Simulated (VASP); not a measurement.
# SiCl₄: convergence, self-consistent run

SiCl₄, molecule in box, 5 atoms in the cell. PBE; PAW potentials Cl, Si (PBE set). VASP 6.6.1. The cell is changed on purpose: last atom moved by 0.05 Å along z.

Wanted: energy within 0.5 meV/atom; forces within 0.003 eV/Å.

What the run is for: forces; Accuracy asked: tight.

POSCAR:
```
SiCl4
1.0
   12.0000000000      0.0000000000      0.0000000000
    0.0000000000     13.0000000000      0.0000000000
    0.0000000000      0.0000000000     13.0000000000
Cl Si
4 1
Direct
    0.4023958300      0.4677423100      0.6271692300
    0.6205625000      0.3832576900      0.4976153800
    0.3816041700      0.4224115400      0.3780615400
    0.5292208300      0.6199730800      0.4610307700
    0.4834458300      0.4733500000      0.4948153800
```

The series start from Plane-wave cutoff (eV): 340; Precision mode (PREC): Accurate; Electronic threshold (eV): 1e-6; Aspherical gradient terms in the spheres (LASPH): yes; Projection operators (LREAL): Auto, ROPT -0.00025. Each series keeps the choices made before it, and each single choice may use up half of a tolerance.

## Plane-wave cutoff (eV)

| Plane-wave cutoff (eV) | Energy less reference (meV/atom) | Forces, largest deviation (eV/Å) | SCF iterations | Time (s) |
|---|---|---|---|---|
| 260 | 14.56 | 0.0345 | 28 | 43 |
| 300 | 5.70 | 0.0115 | 26 | 57 |
| 340 | 2.10 | 0.0058 | 27 | 52 |
| 390 | 0.69 | 0.0035 | 26 | 77 |
| 470 | 0.48 | 0.0020 | 27 | 118 |
| 590 (reference) | 0.00 | 0.0000 | 26 | 154 |

Chosen: 590; the next looser run is off by more than half of the tolerance, so convergence isn't shown beyond this value.

## Precision mode (PREC)

| Precision mode (PREC) | Energy less reference (meV/atom) | Forces, largest deviation (eV/Å) | SCF iterations | Time (s) |
|---|---|---|---|---|
| Low | 0.39 | 0.0102 | 26 | 26 |
| SingleN | 0.39 | 0.0102 | 26 | 24 |
| Normal | 0.01 | 0.0015 | 26 | 51 |
| Accurate (reference) | 0.00 | 0.0000 | 26 | 154 |

Chosen: Normal, the loosest value from which every tighter one stays within half of the tolerance.

## Electronic threshold (eV)

| Electronic threshold (eV) | Energy less reference (meV/atom) | Forces, largest deviation (eV/Å) | SCF iterations | Time (s) |
|---|---|---|---|---|
| 0.001 | 0.67 | 0.0086 | 12 | 21 |
| 0.0001 | 0.05 | 0.0014 | 19 | 35 |
| 1e-5 | 0.00 | 0.0001 | 24 | 46 |
| 1e-6 | 0.00 | 0.0000 | 26 | 51 |
| 1e-7 | 0.00 | 0.0000 | 30 | 59 |
| 1e-8 (reference) | 0.00 | 0.0000 | 32 | 65 |

Chosen: 0.0001.

## Aspherical gradient terms in the spheres (LASPH)

| Aspherical gradient terms in the spheres (LASPH) | Energy less reference (meV/atom) | Forces, largest deviation (eV/Å) | SCF iterations | Time (s) |
|---|---|---|---|---|
| yes | 0.00 | 0.0000 | 19 | 35 |
| no | 2.26 | 0.0070 | 19 | 32 |

Chosen: yes; no other choice that stays within half of the tolerance saves 30 % of the time.

## Projection operators (LREAL)

| Projection operators (LREAL) | Energy less reference (meV/atom) | Forces, largest deviation (eV/Å) | SCF iterations | Time (s) |
|---|---|---|---|---|
| Auto, ROPT -0.005 | 0.36 | 0.1583 | 19 | 36 |
| Auto, ROPT -0.002 | -1.96 | 0.0580 | 19 | 36 |
| Auto, ROPT -0.001 | -1.15 | 0.0313 | 19 | 36 |
| Auto, ROPT -0.0005 | -0.17 | 0.0051 | 19 | 37 |
| Auto, ROPT -0.00025 | -0.23 | 0.0019 | 19 | 35 |
| Auto, ROPT -0.0001 | -0.34 | 0.0009 | 19 | 36 |
| False (reference) | 0.00 | 0.0000 | 19 | 35 |

Chosen: False; the one before it in the list is off by more than half of the tolerance.

## All choices together

| Input | Energy less reference (meV/atom) | Forces, largest deviation (eV/Å) | Time (s) |
|---|---|---|---|
| the program's defaults (naive) | 18.70 | 0.1587 | 12 |
| chosen settings | 0.06 | 0.0014 | 35 |
| reference settings throughout | 0.00 | 0.0000 | 166 |

The chosen settings stay within the tolerance of the reference run, but the reference itself isn't shown to be converged in: Plane-wave cutoff (eV).

## The input

INCAR:
```
GGA = PE
ISMEAR = 0
SIGMA = 0.03
LWAVE = F
LCHARG = F
ISIF = 0
PREC = Normal
LASPH = T
LREAL = F
ALGO = Normal
EDIFF = 1E-4
NELM = 120
GGA_COMPAT = F
ENCUT = 590
EFERMI = MIDGAP
NELMDL = -8
```

KPOINTS:
```
k-points
0
Gamma
  1 1 1
```

Commands:
```
cat potpaw_PBE.64/Cl/POTCAR potpaw_PBE.64/Si/POTCAR > POTCAR
mpirun -np 1 vasp_gam > vasp.out
```

The chosen input took VASP 6.6.1 35 s on 1 core (AMD EPYC 9R45 (Zen 5)), a shared host.

## An input that fails: too few electronic steps

The electronic loop stops at its limit of 5 steps.

Changes against the starting input:
```
- NELM = 120
+ NELM = 5
```
